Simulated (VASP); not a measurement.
All values below come from r2SCAN meta-GGA, VASP's PBE PAW potentials (set 64) (plane waves; VASP).

VASP input:

**POSCAR**
```
SrCl2(111) slab
1
    4.9465105219     0.0000000000     0.0000000000
   -2.4732557620     4.2838044605     0.0000000000
    0.0000000000     0.0000000000    27.1495713864
Cl Sr
6 3
Direct
  0.6666670000   0.3333330000   0.3118603058
  0.3333330000   0.6666670000   0.4629333796
  0.0000000000   0.0000000000   0.3891625415
  0.0000000000   0.0000000000   0.6108374585
  0.6666670000   0.3333330000   0.5370666204
  0.3333330000   0.6666670000   0.6881396942
  0.3333330000   0.6666670000   0.3522872729
  0.0000000000   0.0000000000   0.5000000000
  0.6666670000   0.3333330000   0.6477127271
```

KPOINTS:
```
Automatic mesh
0
Gamma
5 5 1
0 0 0
```

### INCAR
```
SYSTEM  =  SrCl2(111) slab
PREC  =  Normal; ENCUT  =  400; LREAL  =  .False.
LASPH  =  .True.
EDIFF  =  1E-6; NELM  =  100; NELMIN  =  4
ALGO  =  Normal; LMAXMIX  =  4; LMIXTAU  =  .True.
ISMEAR  =  0; SIGMA  =  0.05
METAGGA  =  R2SCAN
LWAVE  =  .False.; LCHARG  =  .False.; LORBIT  =  11
LVHAR  =  .True.
DIPOL  =  0.5 0.5 0.5
LDIPOL  =  .True.; IDIPOL  =  3
```

POTCAR, in this order: Cl Sr_sv (PBE.64 set). Program: vasp_std. Read from the step before: WAVECAR.

The resulting files:

**OSZICAR**
```
       N       E                     dE             d eps       ncg     rms          rms(c)
DAV:   1    -0.106461619731E+03   -0.10646E+03   -0.90999E-05   430   0.749E-02    0.855E-03
DAV:   2    -0.106461620884E+03   -0.11532E-05   -0.25084E-05   540   0.226E-02    0.960E-03
DAV:   3    -0.106461619915E+03    0.96890E-06   -0.13918E-06   332   0.807E-03    0.755E-03
DAV:   4    -0.106461608246E+03    0.11670E-04   -0.65887E-06   374   0.230E-02    0.237E-03
DAV:   5    -0.106461617810E+03   -0.95641E-05   -0.57677E-06   390   0.141E-02    0.308E-03
DAV:   6    -0.106461618500E+03   -0.69029E-06   -0.30778E-07   304   0.389E-03
   1 F= -.10646162E+03 E0= -.10646162E+03  d E =-.136948E-18
```

### OUTCAR
```
------------------------ aborting loop because EDIFF is reached ----------------------------------------
  FORCE on cell =-STRESS in cart. coord.  units (eV):
  Direction    XX          YY          ZZ          XY          YZ          ZX
  --------------------------------------------------------------------------------------
  Total       -2.7959675     -2.7959684      0.0685145      0.0000003      0.0000000      0.0000000
  in kB       -7.7866588     -7.7866613      0.1908103      0.0000009      0.0000000      0.0000000
  external PRESSURE =      -5.1275032 kB  Pullay stress =       0.0000000 kB
  volume of cell :      575.30
      direct lattice vectors                 reciprocal lattice vectors
     4.946510522  0.000000000  0.000000000     0.202162716  0.116718703  0.000000000
    -2.473255762  4.283804460  0.000000000     0.000000000  0.233437359  0.000000000
     0.000000000  0.000000000 27.149571386     0.000000000  0.000000000  0.036832994
 POSITION                                       TOTAL-FORCE (eV/Angst)
 -----------------------------------------------------------------------------------
      2.47326      1.42793      8.46687        -0.000000      0.000000     -0.022998
     -0.00000      2.85587     12.56844        -0.000000      0.000000     -0.009555
      0.00000      0.00000     10.56560        -0.000000      0.000000     -0.020162
      0.00000      0.00000     16.58398        -0.000000     -0.000000      0.020162
      2.47326      1.42793     14.58113         0.000000     -0.000000      0.009555
     -0.00000      2.85587     18.68270         0.000000     -0.000000      0.022998
     -0.00000      2.85587      9.56445        -0.000000      0.000000      0.011302
      0.00000      0.00000     13.57479        -0.000000      0.000000     -0.000000
      2.47326      1.42793     17.58512         0.000000      0.000000     -0.011302
 -----------------------------------------------------------------------------------
    total drift:                                0.000000     -0.000000      0.000000
  FREE ENERGIE OF THE ION-ELECTRON SYSTEM (eV)
  ---------------------------------------------------
  free  energy   TOTEN  =      -106.4616185001 eV

  energy  without entropy=     -106.4616185001  energy(sigma->0) =     -106.46161850

 total charge

# of ion       s       p       d       tot
------------------------------------------
    1        1.596   3.587   0.000   5.183
    2        1.599   3.614   0.000   5.213
    3        1.599   3.614   0.000   5.213
    4        1.599   3.614   0.000   5.213
    5        1.599   3.614   0.000   5.213
    6        1.596   3.587   0.000   5.183
    7        1.994   5.851   0.126   7.970
    8        1.995   5.857   0.137   7.989
    9        1.994   5.851   0.126   7.970
--------------------------------------------------
tot         15.571  39.188   0.389  55.148
```
(Selected blocks of OUTCAR.)

The cell is a thin slab with vacuum, built from SrCl2 (fluorite): (111) face.
